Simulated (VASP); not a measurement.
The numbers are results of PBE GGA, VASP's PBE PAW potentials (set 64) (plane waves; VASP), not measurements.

A VASP calculation is set up with these files.

### KPOINTS
```
Automatic
0
G
  2 2 2
```

INCAR:
```
SYSTEM=BaZrO3
PREC=Accurate; ENCUT=400; LREAL=.FALSE.
LASPH=.TRUE.
EDIFF=1E-6; NELM=100; ALGO=Normal
LMAXMIX=4
ISMEAR=-1; SIGMA=0.02
GGA=PE
ISIF=2
LWAVE=.FALSE.; LCHARG=.FALSE.
```

### POSCAR
```
BaZrO3
1
    4.1900000000     0.0000000000     0.0000000000
    0.0000000000     4.1900000000     0.0000000000
    0.0000000000     0.0000000000     4.1900000000
Ba Zr O
1 1 3
Direct
  0.0000000000   0.0000000000   0.0000000000
  0.5000000000   0.5000000000   0.5000000000
  0.5000000000   0.0000000000   0.5000000000
  0.0000000000   0.5000000000   0.5000000000
  0.5000000000   0.5000000000   0.0000000000
```

POTCAR, in this order: Ba_sv Zr_sv O (PBE.64 set). Program: vasp_std.

The resulting files:

### OUTCAR
```
 ion  position               nearest neighbor table
   1  0.000  0.000  0.000-   3 2.96   4 2.96   5 2.96   3 2.96   4 2.96   4 2.96   5 2.96   4 2.96
                             3 2.96   5 2.96   3 2.96   5 2.96   2 3.63   2 3.63   2 3.63   2 3.63
   2  0.500  0.500  0.500-   3 2.10   4 2.10   5 2.10   5 2.10   3 2.10   4 2.10   1 3.63   1 3.63
                             1 3.63   1 3.63   1 3.63   1 3.63   1 3.63   1 3.63
   3  0.500  0.000  0.500-   2 2.10   2 2.10   1 2.96   1 2.96   1 2.96   1 2.96
   4  0.000  0.500  0.500-   2 2.10   2 2.10   1 2.96   1 2.96   1 2.96   1 2.96
   5  0.500  0.500  0.000-   2 2.10   2 2.10   1 2.96   1 2.96   1 2.96   1 2.96
  LATTYP: Found a simple cubic cell.
 ALAT       =     4.1900000000
 Subroutine PRICEL returns:
 Original cell was already a primitive cell.
 Subroutine GETGRP returns: Found 48 space group operations
The static configuration has the point symmetry O_h .
The dynamic configuration has the point symmetry O_h .
 Subroutine INISYM returns: Found 48 space group operations
 Subroutine IBZKPT returns following result:
 Found      4 irreducible k-points:

 Following reciprocal coordinates:
            Coordinates               Weight
  0.000000  0.000000  0.000000      1.000000
  0.500000  0.000000  0.000000      3.000000
  0.500000  0.500000  0.000000      3.000000
  0.500000  0.500000  0.500000      1.000000
   k-points           NKPTS =      4   k-points in BZ     NKDIM =      4   number of bands    NBANDS=     24
   number of dos      NEDOS =    301   number of ions     NIONS =      5
   total plane-waves  NPLWV =  21952
   dimension x,y,z NGX =    28 NGY =   28 NGZ =   28
   dimension x,y,z NGXF=    56 NGYF=   56 NGZF=   56
   ions per type =               1   1   3
   PREC   = accura    normal or accurate (medium, high low for compatibility)
   ISTART =      0    job   : 0-new  1-cont  2-samecut
   ICHARG =      2    charge: 1-file 2-atom 10-const
   ISPIN  =      1    spin polarized calculation?
   LNONCOLLINEAR =      F non collinear calculations
   LSORBIT =      F    spin-orbit coupling
   INIWAV =      1    electr: 0-lowe 1-rand  2-diag
   ENCUT  =  400.0 eV  29.40 Ry    5.42 a.u.   6.83  6.83  6.83*2*pi/ulx,y,z
   NELM   =    100;   NELMIN=  2; NELMDL= -5     # of ELM steps
...
```

### OSZICAR
```
       N       E                     dE             d eps       ncg     rms          rms(c)
DAV:   1     0.277062678345E+03    0.27706E+03   -0.19344E+04   192   0.134E+03
DAV:   2    -0.320734424305E+02   -0.30914E+03   -0.30712E+03   256   0.353E+02
DAV:   3    -0.487132844025E+02   -0.16640E+02   -0.16617E+02   336   0.812E+01
DAV:   4    -0.489639732026E+02   -0.25069E+00   -0.25062E+00   232   0.813E+00
DAV:   5    -0.489734120318E+02   -0.94388E-02   -0.94385E-02   304   0.105E+00    0.301E+01
DAV:   6    -0.410714531015E+02    0.79020E+01   -0.45498E+01   232   0.425E+01    0.138E+01
DAV:   7    -0.411308789477E+02   -0.59426E-01   -0.33648E+00   272   0.942E+00    0.724E+00
DAV:   8    -0.411171608900E+02    0.13718E-01   -0.49569E-01   240   0.444E+00    0.114E+00
DAV:   9    -0.411075944329E+02    0.95665E-02   -0.14115E-01   224   0.203E+00    0.506E-01
DAV:  10    -0.411090757196E+02   -0.14813E-02   -0.30811E-02   232   0.131E+00    0.391E-01
DAV:  11    -0.411081588191E+02    0.91690E-03   -0.48633E-03   224   0.481E-01    0.368E-02
DAV:  12    -0.411081872371E+02   -0.28418E-04   -0.23605E-04   296   0.927E-02    0.274E-02
DAV:  13    -0.411082007065E+02   -0.13469E-04   -0.27041E-05   208   0.413E-02    0.406E-03
DAV:  14    -0.411082003452E+02    0.36131E-06   -0.18065E-06   208   0.721E-03
   1 F= -.41108200E+02 E0= -.41108200E+02  d E =-.510796E-13
```

File OUTCAR:
```
------------------------ aborting loop because EDIFF is reached ----------------------------------------
  FORCE on cell =-STRESS in cart. coord.  units (eV):
  Direction    XX          YY          ZZ          XY          YZ          ZX
  --------------------------------------------------------------------------------------
  Total        1.4791804      1.4791804      1.4791804     -0.0000000      0.0000000      0.0000000
  in kB       32.2173388     32.2173388     32.2173388     -0.0000000      0.0000000      0.0000000
  external PRESSURE =      32.2173388 kB  Pullay stress =       0.0000000 kB
  volume of cell :       73.56
      direct lattice vectors                 reciprocal lattice vectors
     4.190000000  0.000000000  0.000000000     0.238663484  0.000000000  0.000000000
     0.000000000  4.190000000  0.000000000     0.000000000  0.238663484  0.000000000
     0.000000000  0.000000000  4.190000000     0.000000000  0.000000000  0.238663484
 POSITION                                       TOTAL-FORCE (eV/Angst)
 -----------------------------------------------------------------------------------
      0.00000      0.00000      0.00000         0.000000      0.000000      0.000000
      2.09500      2.09500      2.09500         0.000000      0.000000      0.000000
      2.09500      0.00000      2.09500         0.000000      0.000000      0.000000
      0.00000      2.09500      2.09500         0.000000      0.000000      0.000000
      2.09500      2.09500      0.00000         0.000000      0.000000      0.000000
 -----------------------------------------------------------------------------------
    total drift:                                0.000000      0.000000      0.000000
  FREE ENERGIE OF THE ION-ELECTRON SYSTEM (eV)
  ---------------------------------------------------
  free  energy   TOTEN  =       -41.1082003452 eV

  energy  without entropy=      -41.1082003452  energy(sigma->0) =      -41.10820035
```
(Selected blocks of OUTCAR.)

At this cut-off the stress carries a Pulay error, which pulls relaxed volumes low.

The structure is a typed BaZrO3 crystal. The cell was not relaxed at this level. The k-mesh is coarse (spacing up to 0.75 per Å, 2π included), so the numbers may not be converged in it. The run is one of a series of settings (KPOINTS 2×2×2 Γ-centred mesh against the base run), some of them coarse on purpose.
